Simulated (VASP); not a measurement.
Set up this calculation in VASP 6.6.1, as the native input.

* Task: relaxation of cell and atoms
* Functional: PBE
* Potentials or basis: VASP PAW PBE potentials, release 64 (Sb, Bi_d, O)
* Cutoff: 520 eV
* k mesh: 3 × 3 × 3
* Occupations: gaussian, width 0.15 eV
* Spin: no spin polarisation
* Further INCAR settings: PREC = Normal; ALGO = Fast; EDIFF = 0.0001; IBRION = 2; EDIFFG = -0.08; NSW = 24; ISIF = 3

The structure of Bi3SbO3 lies in POSCAR:

```
Bi3SbO3
1.0
    5.3991275900      0.0000000000      0.0000000000
    0.0000000000      5.3991275900      0.0000000000
    0.0000000000      0.0000000000      5.3991275900
Sb Bi O
1 3 3
Direct
    0.0000000000      0.0000000000      0.0000000000
    0.5000000000      0.0000000000      0.0000000000
    0.0000000000      0.5000000000      0.0000000000
    0.0000000000      0.0000000000      0.5000000000
    0.5000000000      0.0000000000      0.5000000000
    0.5000000000      0.5000000000      0.0000000000
    0.0000000000      0.5000000000      0.5000000000
```

The cell was built by a generator and needn't be a form met in nature.

These files were run (other wordings do the same):

INCAR

```
SYSTEM = Bi3SbO3
PREC = Normal
ENCUT = 520
EDIFF = 1E-4
ISMEAR = 0
SIGMA = 0.15
LREAL = .False.
LASPH = .True.
NELM = 60
ALGO = Fast
ISIF = 3
LWAVE = .False.
LCHARG = .False.
GGA = PE
IBRION = 2
NSW = 24
EDIFFG = -0.08
```

KPOINTS

```
regular mesh
0
Gamma
  3 3 3
  0 0 0
```

Potentials or basis: VASP PAW PBE potentials, release 64 (Sb, Bi_d, O).

Run with:

```bash
$ cat potpaw_PBE.64/Sb/POTCAR potpaw_PBE.64/Bi_d/POTCAR potpaw_PBE.64/O/POTCAR > POTCAR
$ mpirun -np 1 vasp_std > vasp.out
```

Results of the run:

- Relaxed volume: 25.07 Å³/atom
- Relaxed cell: a = 5.599 Å, b = 5.599 Å, c = 5.599 Å, α = 90.00°, β = 90.00°, γ = 90.00°
- Space group after relaxing (to 0.05 Å): Pm-3m (No. 221)
- Energy gained by relaxing: 63.2 meV/atom
- Ionic steps: 3
- Pressure after relaxing: -0.2 GPa
- Band gap on the k mesh: 0.57 eV, direct

Caveat: spin-orbit coupling is left out, which as a rule narrows the gap of such compounds by several tenths of an eV; an odd mesh through Γ misses points on the zone boundary, where band edges often lie.

Wall time 39 s on 1 thread of Intel(R) Xeon(R) Platinum 8488C (Sapphire Rapids), with other jobs on the host, peak memory 0.18 GiB.
